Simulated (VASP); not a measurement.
All values below come from PBEsol GGA, VASP's PBE PAW potentials (set 64) (plane waves; VASP).

Input for VASP

**INCAR**
```
GGA=PS
LCHARG=F
SIGMA=0.1   ! width (eV)
LWAVE=F
LASPH=T   ! aspherical one-centre terms
EDIFFG=-0.01
EDIFF=1E-6
NSW=60   ! most ionic steps
PREC=Accurate
IBRION=2   ! conjugate gradients
ENCUT=520   ! plane-wave cut-off (eV)
NELM=100
SYSTEM=B
LREAL=F
ISMEAR=1
ALGO=Normal   ! blocked Davidson
ISIF=3   ! ions, shape and volume
```

File POSCAR:
```
B
1
   -1.1383190000     1.1383190000     1.1383190000
    1.1383190000    -1.1383190000     1.1383190000
    1.1383190000     1.1383190000    -1.1383190000
B
1
Direct
  0.0000000000   0.0000000000   0.0000000000
```

KPOINTS:
```
Automatic mesh
0
Gamma
20 20 20
0 0 0
```

POTCAR, in this order: B (PBE.64 set). Program: vasp_std.

Output of the run:

File OUTCAR:
```
 ion  position               nearest neighbor table
   1  0.000  0.000  0.000-
  LATTYP: Found a body centered cubic cell.
 ALAT       =     2.2766380000
 Subroutine PRICEL returns:
 Original cell was already a primitive cell.
 Subroutine GETGRP returns: Found 48 space group operations
The static configuration has the point symmetry O_h .
The dynamic configuration has the point symmetry O_h .
 Subroutine INISYM returns: Found 48 space group operations
 Subroutine IBZKPT returns following result:
 Found    256 irreducible k-points:

 Following reciprocal coordinates:
            Coordinates               Weight
  0.000000  0.000000  0.000000      1.000000
  0.050000  0.000000  0.000000     12.000000
  0.100000  0.000000  0.000000     12.000000
  0.150000  0.000000  0.000000     12.000000
  0.200000  0.000000  0.000000     12.000000
  0.250000  0.000000  0.000000     12.000000
  0.300000  0.000000  0.000000     12.000000
  0.350000  0.000000  0.000000     12.000000
  0.400000  0.000000  0.000000     12.000000
  0.450000  0.000000  0.000000     12.000000
...
```

### OSZICAR
```
       N       E                     dE             d eps       ncg     rms          rms(c)
DAV:   1    -0.171876820156E+01   -0.17188E+01   -0.14889E+03  2740   0.472E+02
DAV:   2    -0.538204114243E+01   -0.36633E+01   -0.34919E+01  3290   0.631E+01
DAV:   3    -0.539674754235E+01   -0.14706E-01   -0.14701E-01  3080   0.428E+00
DAV:   4    -0.539674969024E+01   -0.21479E-05   -0.21468E-05  3830   0.414E-02
DAV:   5    -0.539674968912E+01    0.11287E-08   -0.29889E-10  3075   0.133E-04    0.163E+00
DAV:   6    -0.539346013485E+01    0.32896E-02   -0.19059E-04  3200   0.190E-01    0.970E-01
DAV:   7    -0.539168389666E+01    0.17762E-02   -0.49551E-04  2765   0.307E-01    0.228E-02
DAV:   8    -0.539168417470E+01   -0.27804E-06   -0.73990E-07  3145   0.899E-03
   1 F= -.53916842E+01 E0= -.53916735E+01  d E =-.539168E+01
       N       E                     dE             d eps       ncg     rms          rms(c)
DAV:   1    -0.539511049976E+01   -0.34266E-02   -0.80196E-02  2605   0.330E+00    0.178E-01
DAV:   2    -0.539477887821E+01    0.33162E-03   -0.11364E-04  2970   0.123E-01    0.103E-01
DAV:   3    -0.539459896306E+01    0.17992E-03   -0.14730E-04  2965   0.119E-01    0.576E-03
DAV:   4    -0.539459877905E+01    0.18401E-06   -0.71595E-08  2265   0.321E-03
   2 F= -.53945988E+01 E0= -.53945659E+01  d E =-.291460E-02
       N       E                     dE             d eps       ncg     rms          rms(c)
DAV:   1    -0.539504670652E+01   -0.44774E-03   -0.57041E-03  2605   0.883E-01    0.472E-02
DAV:   2    -0.539502350002E+01    0.23207E-04   -0.82092E-06  2935   0.332E-02    0.274E-02
DAV:   3    -0.539501142247E+01    0.12078E-04   -0.10504E-05  2950   0.319E-02    0.157E-03
DAV:   4    -0.539501143299E+01   -0.10521E-07   -0.50711E-09  1450   0.867E-04
   3 F= -.53950114E+01 E0= -.53949751E+01  d E =-.332726E-02
```

File OUTCAR:
```
------------------------ aborting loop because EDIFF is reached ----------------------------------------
  FORCE on cell =-STRESS in cart. coord.  units (eV):
  Direction    XX          YY          ZZ          XY          YZ          ZX
  --------------------------------------------------------------------------------------
  Total        0.0004571      0.0004571      0.0004571      0.0000000     -0.0000000      0.0000000
  in kB        0.1208736      0.1208736      0.1208736      0.0000000     -0.0000000      0.0000000
  external PRESSURE =       0.1208736 kB  Pullay stress =       0.0000000 kB
  volume of cell :        6.06
      direct lattice vectors                 reciprocal lattice vectors
    -1.148479967  1.148479967  1.148479967     0.000000000  0.435358051  0.435358051
     1.148479967 -1.148479967  1.148479967     0.435358051  0.000000000  0.435358051
     1.148479967  1.148479967 -1.148479967     0.435358051  0.435358051  0.000000000
 POSITION                                       TOTAL-FORCE (eV/Angst)
 -----------------------------------------------------------------------------------
      0.00000      0.00000      0.00000        -0.000000      0.000000     -0.000000
 -----------------------------------------------------------------------------------
    total drift:                               -0.000000     -0.000000      0.000000
  FREE ENERGIE OF THE ION-ELECTRON SYSTEM (eV)
  ---------------------------------------------------
  free  energy   TOTEN  =        -5.3950114330 eV

  energy  without entropy=       -5.3949023781  energy(sigma->0) =       -5.39497508

 reached required accuracy - stopping structural energy minimisation
```
(Selected blocks of OUTCAR.)

File CONTCAR:
```
B
   1.00000000000000
    -1.1484799667152166    1.1484799667152166    1.1484799667152166
     1.1484799667152166   -1.1484799667152166    1.1484799667152166
     1.1484799667152166    1.1484799667152166   -1.1484799667152166
  B
     1
Direct
     0.0000000000000000    0.0000000000000000    0.0000000000000000
```

Energy and stress use the plane-wave basis of the starting cell.

The structure was generated: B was put into the bcc type (Im-3m), which need not be its known phase. This run relaxes it. Symmetry was kept, so distortions that lower it aren't found.
